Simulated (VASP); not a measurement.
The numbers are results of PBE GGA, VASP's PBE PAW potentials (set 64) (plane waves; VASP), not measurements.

VASP input:

File KPOINTS:
```
Automatic mesh
0
Gamma
1 1 1
0 0 0
```

### INCAR
```
SYSTEM = In32P31S
PREC = Normal
ENCUT = 400
EDIFF = 1E-5
NELM = 100
ALGO = Fast
LREAL = Auto
LASPH = .TRUE.
ISMEAR = 0
SIGMA = 0.05
GGA = PE
LMAXMIX = 4
LWAVE = .TRUE.
LCHARG = .FALSE.
NELMIN = 4
ISYM = 0
NELECT = 256.0
IBRION = 2
ISIF = 2
NSW = 60
EDIFFG = -0.03
```

### POSCAR
```
In32P31S
1
   11.9995217336     0.0000000000     0.0000000000
    0.0000000000    11.9995217336    -0.0000000000
   -0.0000000000    -0.0000000000    11.9995217336
In P S
32 31 1
Direct
  0.5000000000   0.0000000000   0.0000000000
  0.7500000000   0.2500000000   0.0000000000
  0.7500000000   0.0000000000   0.2500000000
  0.0000000000   0.0000000000   0.0000000000
  0.2500000000   0.2500000000   0.0000000000
  0.5000000000   0.5000000000   0.0000000000
  0.7500000000   0.7500000000   0.0000000000
  0.2500000000   0.0000000000   0.2500000000
  0.4958130000   0.2533600000   0.2487580000
  0.7495520000   0.5034790000   0.2512120000
  0.5000000000   0.0000000000   0.5000000000
  0.7502290000   0.2478270000   0.4959830000
  0.7500000000   0.0000000000   0.7500000000
  0.0000000000   0.5000000000   0.0000000000
  0.2500000000   0.7500000000   0.0000000000
  0.0000000000   0.2500000000   0.2500000000
  0.2500000000   0.5000000000   0.2500000000
  0.5000000000   0.7500000000   0.2500000000
  0.0000000000   0.0000000000   0.5000000000
  0.2500000000   0.2500000000   0.5000000000
  0.4964660000   0.5007460000   0.5019340000
  0.7500000000   0.7500000000   0.5000000000
  0.2500000000   0.0000000000   0.7500000000
  0.5000000000   0.2500000000   0.7500000000
  0.7500000000   0.5000000000   0.7500000000
  0.0000000000   0.7500000000   0.2500000000
  0.0000000000   0.5000000000   0.5000000000
  0.2500000000   0.7500000000   0.5000000000
  0.0000000000   0.2500000000   0.7500000000
  0.2500000000   0.5000000000   0.7500000000
  0.5000000000   0.7500000000   0.7500000000
  0.0000000000   0.7500000000   0.7500000000
  0.6250000000   0.1250000000   0.1250000000
  0.8750000000   0.3750000000   0.1250000000
  0.8750000000   0.1250000000   0.3750000000
  0.1250000000   0.1250000000   0.1250000000
  0.3750000000   0.3750000000   0.1250000000
  0.6250000000   0.6250000000   0.1250000000
  0.8750000000   0.8750000000   0.1250000000
  0.3750000000   0.1250000000   0.3750000000
  0.8750000000   0.6250000000   0.3750000000
  0.6250000000   0.1250000000   0.6250000000
  0.8750000000   0.3750000000   0.6250000000
  0.8750000000   0.1250000000   0.8750000000
  0.1250000000   0.6250000000   0.1250000000
  0.3750000000   0.8750000000   0.1250000000
  0.1250000000   0.3750000000   0.3750000000
  0.3750000000   0.6250000000   0.3750000000
  0.6250000000   0.8750000000   0.3750000000
  0.1250000000   0.1250000000   0.6250000000
  0.3750000000   0.3750000000   0.6250000000
  0.6250000000   0.6250000000   0.6250000000
  0.8750000000   0.8750000000   0.6250000000
  0.3750000000   0.1250000000   0.8750000000
  0.6250000000   0.3750000000   0.8750000000
  0.8750000000   0.6250000000   0.8750000000
  0.1250000000   0.8750000000   0.3750000000
  0.1250000000   0.6250000000   0.6250000000
  0.3750000000   0.8750000000   0.6250000000
  0.1250000000   0.3750000000   0.8750000000
  0.3750000000   0.6250000000   0.8750000000
  0.6250000000   0.8750000000   0.8750000000
  0.1250000000   0.8750000000   0.8750000000
  0.6286370000   0.3741520000   0.3747310000
```

POTCAR, in this order: In P S (PBE.64 set). Program: vasp_gam.

The resulting files:

File OUTCAR:
```
 ion  position               nearest neighbor table
   1  0.500  0.000  0.000-  33 2.60  46 2.60  54 2.60  62 2.60
   2  0.750  0.250  0.000-  33 2.60  34 2.60  44 2.60  55 2.60
   3  0.750  0.000  0.250-  33 2.60  35 2.60  39 2.60  49 2.60
   4  0.000  0.000  0.000-  36 2.60  39 2.60  44 2.60  63 2.60
   5  0.250  0.250  0.000-  36 2.60  37 2.60  54 2.60  60 2.60
   6  0.500  0.500  0.000-  37 2.60  38 2.60  55 2.60  61 2.60
   7  0.750  0.750  0.000-  38 2.60  39 2.60  56 2.60  62 2.60
   8  0.250  0.000  0.250-  36 2.60  40 2.60  46 2.60  57 2.60
   9  0.496  0.253  0.249-  37 2.54  40 2.60  64 2.63  33 2.64
  10  0.750  0.503  0.251-  41 2.57  38 2.58  64 2.59  34 2.63
  11  0.500  0.000  0.500-  40 2.60  42 2.60  49 2.60  59 2.60
  12  0.750  0.248  0.496-  35 2.55  64 2.56  42 2.61  43 2.64
  13  0.750  0.000  0.750-  42 2.60  44 2.60  53 2.60  62 2.60
  14  0.000  0.500  0.000-  34 2.60  45 2.60  56 2.60  60 2.60
  15  0.250  0.750  0.000-  45 2.60  46 2.60  61 2.60  63 2.60
  16  0.000  0.250  0.250-  34 2.60  35 2.60  36 2.60  47 2.60
  17  0.250  0.500  0.250-  37 2.60  45 2.60  47 2.60  48 2.60
  18  0.500  0.750  0.250-  38 2.60  46 2.60  48 2.60  49 2.60
  19  0.000  0.000  0.500-  35 2.60  50 2.60  53 2.60  57 2.60
  20  0.250  0.250  0.500-  40 2.60  47 2.60  50 2.60  51 2.60
  21  0.496  0.501  0.502-  51 2.57  48 2.58  52 2.60  64 2.67
  22  0.750  0.750  0.500-  41 2.60  49 2.60  52 2.60  53 2.60
  23  0.250  0.000  0.750-  50 2.60  54 2.60  59 2.60  63 2.60
  24  0.500  0.250  0.750-  42 2.60  51 2.60  54 2.60  55 2.60
...
```

**OSZICAR**
```
...
RMM:   8    -0.266481254448E+03    0.42936E+00   -0.61099E+00   322   0.382E+00    0.233E+00
RMM:   9    -0.266415801383E+03    0.65453E-01   -0.76666E-01   326   0.155E+00    0.111E+00
RMM:  10    -0.266417860216E+03   -0.20588E-02   -0.13248E-01   368   0.598E-01    0.657E-01
RMM:  11    -0.266419959814E+03   -0.20996E-02   -0.10753E-01   322   0.474E-01    0.450E-01
RMM:  12    -0.266415717424E+03    0.42424E-02   -0.13077E-02   322   0.230E-01    0.223E-01
RMM:  13    -0.266415723369E+03   -0.59450E-05   -0.38677E-03   325   0.106E-01    0.648E-02
RMM:  14    -0.266415875995E+03   -0.15263E-03   -0.10052E-03   336   0.532E-02    0.205E-02
RMM:  15    -0.266415891298E+03   -0.15304E-04   -0.19677E-04   345   0.228E-02    0.291E-02
RMM:  16    -0.266415886210E+03    0.50880E-05   -0.30926E-05   219   0.914E-03
   1 F= -.26641589E+03 E0= -.26641587E+03  d E =-.266416E+03
       N       E                     dE             d eps       ncg     rms          rms(c)
DAV:   1    -0.266560662995E+03   -0.14477E+00   -0.25799E+00   371   0.271E+00    0.116E+00
RMM:   2    -0.266572120440E+03   -0.11457E-01   -0.24447E-01   322   0.915E-01    0.286E-01
RMM:   3    -0.266574141672E+03   -0.20212E-02   -0.47898E-02   335   0.426E-01    0.273E-01
RMM:   4    -0.266573248758E+03    0.89291E-03   -0.95040E-03   326   0.188E-01    0.111E-01
RMM:   5    -0.266573489706E+03   -0.24095E-03   -0.33440E-03   372   0.968E-02    0.874E-02
RMM:   6    -0.266573576904E+03   -0.87199E-04   -0.10253E-03   326   0.478E-02    0.499E-02
RMM:   7    -0.266573546847E+03    0.30058E-04   -0.23445E-04   316   0.263E-02    0.124E-02
RMM:   8    -0.266573550860E+03   -0.40135E-05   -0.57617E-05   244   0.130E-02
   2 F= -.26657355E+03 E0= -.26657355E+03  d E =-.157665E+00
       N       E                     dE             d eps       ncg     rms          rms(c)
DAV:   1    -0.266592063307E+03   -0.18516E-01   -0.65868E-01   372   0.138E+00    0.580E-01
RMM:   2    -0.266594926001E+03   -0.28627E-02   -0.62121E-02   322   0.463E-01    0.141E-01
RMM:   3    -0.266595418111E+03   -0.49211E-03   -0.12098E-02   333   0.215E-01    0.129E-01
RMM:   4    -0.266595190909E+03    0.22720E-03   -0.25137E-03   326   0.958E-02    0.509E-02
RMM:   5    -0.266595264120E+03   -0.73212E-04   -0.91228E-04   369   0.492E-02    0.427E-02
RMM:   6    -0.266595282750E+03   -0.18630E-04   -0.22357E-04   317   0.235E-02    0.263E-02
RMM:   7    -0.266595278916E+03    0.38346E-05   -0.50200E-05   232   0.125E-02
   3 F= -.26659528E+03 E0= -.26659528E+03  d E =-.179393E+00
       N       E                     dE             d eps       ncg     rms          rms(c)
DAV:   1    -0.266595321564E+03   -0.38814E-04   -0.23790E-03   388   0.823E-02    0.358E-02
RMM:   2    -0.266595333167E+03   -0.11602E-04   -0.22041E-04   314   0.279E-02    0.104E-02
RMM:   3    -0.266595335400E+03   -0.22330E-05   -0.44200E-05   239   0.130E-02    0.954E-03
RMM:   4    -0.266595334976E+03    0.42359E-06   -0.10431E-05   192   0.585E-03
   4 F= -.26659533E+03 E0= -.26659533E+03  d E =-.179449E+00
       N       E                     dE             d eps       ncg     rms          rms(c)
DAV:   1    -0.266609004787E+03   -0.13669E-01   -0.35910E-01   356   0.103E+00    0.391E-01
RMM:   2    -0.266610892857E+03   -0.18881E-02   -0.29813E-02   322   0.345E-01    0.913E-02
RMM:   3    -0.266611313406E+03   -0.42055E-03   -0.61039E-03   337   0.161E-01    0.900E-02
RMM:   4    -0.266611209200E+03    0.10421E-03   -0.94125E-04   325   0.682E-02    0.354E-02
RMM:   5    -0.266611229186E+03   -0.19986E-04   -0.33384E-04   332   0.352E-02    0.243E-02
RMM:   6    -0.266611227818E+03    0.13676E-05   -0.11180E-04   308   0.181E-02    0.136E-02
RMM:   7    -0.266611230310E+03   -0.24919E-05   -0.26425E-05   213   0.965E-03
   5 F= -.26661123E+03 E0= -.26661123E+03  d E =-.158953E-01
       N       E                     dE             d eps       ncg     rms          rms(c)
DAV:   1    -0.266613903628E+03   -0.26758E-02   -0.16446E-01   348   0.699E-01    0.265E-01
RMM:   2    -0.266614772796E+03   -0.86917E-03   -0.13564E-02   322   0.233E-01    0.618E-02
RMM:   3    -0.266614969300E+03   -0.19650E-03   -0.27904E-03   337   0.109E-01    0.606E-02
RMM:   4    -0.266614924108E+03    0.45192E-04   -0.43030E-04   324   0.465E-02    0.237E-02
RMM:   5    -0.266614934148E+03   -0.10041E-04   -0.15565E-04   324   0.241E-02    0.165E-02
RMM:   6    -0.266614933154E+03    0.99408E-06   -0.51224E-05   253   0.123E-02
   6 F= -.26661493E+03 E0= -.26661493E+03  d E =-.195982E-01
       N       E                     dE             d eps       ncg     rms          rms(c)
DAV:   1    -0.266615042424E+03   -0.10828E-03   -0.86396E-03   388   0.160E-01    0.622E-02
RMM:   2    -0.266615092085E+03   -0.49661E-04   -0.71750E-04   322   0.538E-02    0.145E-02
RMM:   3    -0.266615103257E+03   -0.11172E-04   -0.14743E-04   330   0.252E-02    0.144E-02
RMM:   4    -0.266615101200E+03    0.20573E-05   -0.22603E-05   207   0.107E-02
   7 F= -.26661510E+03 E0= -.26661510E+03  d E =-.197662E-01
       N       E                     dE             d eps       ncg     rms          rms(c)
DAV:   1    -0.266617147104E+03   -0.20438E-02   -0.68943E-02   356   0.452E-01    0.158E-01
RMM:   2    -0.266617509154E+03   -0.36205E-03   -0.51927E-03   322   0.147E-01    0.389E-02
RMM:   3    -0.266617601436E+03   -0.92282E-04   -0.11655E-03   347   0.692E-02    0.373E-02
RMM:   4    -0.266617589337E+03    0.12099E-04   -0.13228E-04   318   0.280E-02    0.189E-02
RMM:   5    -0.266617591407E+03   -0.20703E-05   -0.70273E-05   306   0.163E-02
   8 F= -.26661759E+03 E0= -.26661759E+03  d E =-.249021E-02
       N       E                     dE             d eps       ncg     rms          rms(c)
DAV:   1    -0.266617845364E+03   -0.25603E-03   -0.56578E-02   340   0.410E-01    0.145E-01
RMM:   2    -0.266618161276E+03   -0.31591E-03   -0.44532E-03   322   0.136E-01    0.356E-02
RMM:   3    -0.266618245643E+03   -0.84367E-04   -0.10222E-03   351   0.639E-02    0.358E-02
RMM:   4    -0.266618235375E+03    0.10269E-04   -0.11085E-04   315   0.256E-02    0.191E-02
RMM:   5    -0.266618237516E+03   -0.21410E-05   -0.70043E-05   301   0.157E-02
   9 F= -.26661824E+03 E0= -.26661824E+03  d E =-.313632E-02
       N       E                     dE             d eps       ncg     rms          rms(c)
DAV:   1    -0.266618927594E+03   -0.69222E-03   -0.50424E-02   356   0.391E-01    0.135E-01
RMM:   2    -0.266619218279E+03   -0.29068E-03   -0.37255E-03   322   0.126E-01    0.318E-02
RMM:   3    -0.266619298259E+03   -0.79980E-04   -0.87043E-04   354   0.599E-02    0.351E-02
RMM:   4    -0.266619291991E+03    0.62683E-05   -0.87935E-05   303   0.233E-02
  10 F= -.26661929E+03 E0= -.26661929E+03  d E =-.105448E-02
       N       E                     dE             d eps       ncg     rms          rms(c)
DAV:   1    -0.266619368051E+03   -0.69791E-04   -0.42161E-03   380   0.113E-01    0.412E-02
RMM:   2    -0.266619380625E+03   -0.12575E-04   -0.28222E-04   322   0.350E-02    0.129E-02
RMM:   3    -0.266619389375E+03   -0.87497E-05   -0.10283E-04   329   0.185E-02    0.107E-02
RMM:   4    -0.266619388997E+03    0.37766E-06   -0.94855E-06   189   0.723E-03
  11 F= -.26661939E+03 E0= -.26661939E+03  d E =-.115148E-02
       N       E                     dE             d eps       ncg     rms          rms(c)
DAV:   1    -0.266619707964E+03   -0.31859E-03   -0.31367E-02   355   0.310E-01    0.111E-01
RMM:   2    -0.266619888511E+03   -0.18055E-03   -0.22604E-03   322   0.985E-02    0.244E-02
RMM:   3    -0.266619927650E+03   -0.39139E-04   -0.44219E-04   332   0.466E-02    0.226E-02
RMM:   4    -0.266619925698E+03    0.19524E-05   -0.62882E-05   302   0.200E-02
  12 F= -.26661993E+03 E0= -.26661993E+03  d E =-.536700E-03
```

### OUTCAR
```
------------------------ aborting loop because EDIFF is reached ----------------------------------------
  FORCE on cell =-STRESS in cart. coord.  units (eV):
  Direction    XX          YY          ZZ          XY          YZ          ZX
  --------------------------------------------------------------------------------------
  Total       -7.2624014     -7.3385458     -7.2995788     -0.0229059      0.0398719     -0.0480297
  in kB       -6.7344018     -6.8050102     -6.7688762     -0.0212406      0.0369731     -0.0445378
  external PRESSURE =      -6.7694294 kB  Pullay stress =       0.0000000 kB
  volume of cell :     1727.79
      direct lattice vectors                 reciprocal lattice vectors
    11.999521734  0.000000000  0.000000000     0.083336655  0.000000000  0.000000000
     0.000000000 11.999521734  0.000000000     0.000000000  0.083336655  0.000000000
     0.000000000  0.000000000 11.999521734     0.000000000  0.000000000  0.083336655
  FREE ENERGIE OF THE ION-ELECTRON SYSTEM (eV)
  ---------------------------------------------------
  free  energy   TOTEN  =      -266.6199256979 eV

  energy  without entropy=     -266.6199247372  energy(sigma->0) =     -266.61992522

 reached required accuracy - stopping structural energy minimisation
```
(Selected blocks of OUTCAR.)

File CONTCAR:
```
In32P31S
   1.00000000000000
    11.9995217336000000    0.0000000000000000    0.0000000000000000
     0.0000000000000000   11.9995217336000000    0.0000000000000000
     0.0000000000000000    0.0000000000000000   11.9995217336000000
  In              P               S
    32    31     1
Direct
     0.4994323592705142    0.9999320044027902    0.9998458771604330
     0.7498236133535577    0.2501045121803084    0.9992049524188057
     0.7497618399792368    0.9991404433322444    0.2499169918228423
     0.0001718795833693    0.9997818880819019    0.9997484632957189
     0.2496033390349230    0.2495199751942558    0.9995242053021813
     0.5000087312758633    0.5000429267206972    0.9988227247133435
     0.7504540581007201    0.7502151844389315    0.9995402101670192
     0.2497982998362668    0.0000658403174521    0.2493804292563279
     0.4948561988552406    0.2459924708869682    0.2453166755927450
     0.7546081439188644    0.5054264145703415    0.2454800148570004
     0.5000624826626739    0.9989913067267384    0.4999250626844056
     0.7547609425484975    0.2449049163079449    0.5039966012773461
     0.7505970595426381    0.9999664114068231    0.7503855784036134
     0.0000408945459542    0.5005750679383321    0.9997254163311683
     0.2498005862918498    0.7502910795484363    0.9998203507969109
     0.0009369209437120    0.2501905180076626    0.2499604547636522
     0.2488003897277292    0.5000639760380985    0.2499833128623697
     0.4999304802740847    0.7510960704396582    0.2500164840863596
     0.0003656186184225    0.9995326192682280    0.5004007706933120
     0.2488395926376060    0.2499625199411729    0.5000282855938775
     0.4951340366552113    0.5046191041620333    0.5048523967751652
     0.7499546151555895    0.7510768994628839    0.5000215932281448
     0.2498000280699977    0.9997654899421433    0.7502311791787714
     0.5002193770271421    0.2501333567097818    0.7509628307733908
     0.7499408707883547    0.4997621344850801    0.7508452336315516
     0.0002168868123969    0.7505175606981342    0.2495549750906913
     0.0009703382801644    0.4998120282217659    0.5000254426858337
     0.2497519058653143    0.7500971721148549    0.5005186995832305
     0.9999911531309045    0.2493938407973468    0.7502394928404000
     0.2496072630254097    0.5004872103442903    0.7502909689867150
     0.4995758907430588    0.7503797346021459    0.7501693060964890
     0.0002105684123634    0.7502060306086520    0.7502769744515851
     0.6258267621147875    0.1254352080251267    0.1252561171334821
     0.8746715995957499    0.3741239215663840    0.1251810755524900
     0.8753601967712118    0.1246047767967132    0.3735470143047180
     0.1248285646379854    0.1250219847628699    0.1248744146840101
     0.3745385263203800    0.3763698273381465    0.1246317145916145
     0.6237476105903725    0.6252790752774727    0.1247950015322528
     0.8747990438377596    0.8751456598083914    0.1248389943487389
     0.3750285370123742    0.1252068857974049    0.3761800103652885
     0.8752539527410831    0.6253429524723182    0.3762678768286941
     0.6239525922151730    0.1250045541907158    0.6247799428799676
     0.8747553105300468    0.3758529886529260    0.6246397328419101
     0.8749474075016112    0.1251694998468421    0.8753292252453961
     0.1247480825128799    0.6252680457028843    0.1248625016481860
     0.3749019965024418    0.8751339594291778    0.1249183054456069
     0.1249701168795879    0.3750006881445029    0.3750360887796135
     0.3749403721701592    0.6250088266039339    0.3738759477117500
     0.6250212847435249    0.8749757159226577    0.3749666963699737
     0.1248487074127546    0.1248437246801112    0.6251589536566304
     0.3747792062795394    0.3738152056792303    0.6251581992515416
     0.6260689526158516    0.6249753115745715    0.6250611748286183
     0.8750405830116255    0.8750472667406923    0.6251480230973097
     0.3751033279132372    0.1249802192842532    0.8747430831120873
     0.6251836804351714    0.3749923509665258    0.8750136271332909
     0.8749418677896244    0.6248797034056321    0.8746755286463015
     0.1253219487375362    0.8750645524679838    0.3749014729002177
     0.1247671697943318    0.6249624065891854    0.6250709934962604
     0.3748956674521586    0.8751651261994924    0.6249195297722215
     0.1246356066699996    0.3750410029387080    0.8749180835909255
     0.3749126150727192    0.6251407156995242    0.8749150094515049
     0.6250050539752013    0.8751747298465178    0.8750044135727714
     0.1249971832334026    0.8750186981665510    0.8750020268313102
     0.6248771079620795    0.3754717075244555    0.3749352649939174
```

The cell is charged, with a uniform compensating background. The supercell is sampled at Γ alone, which is coarse: total energies, pressure and levels can be off, energies of defects by several tenths of an eV.

The cell is a supercell with a defect, built from InP (zinc blende): S_P, charge +1. The run is not spin-polarised, so no state with unpaired spins was tried.
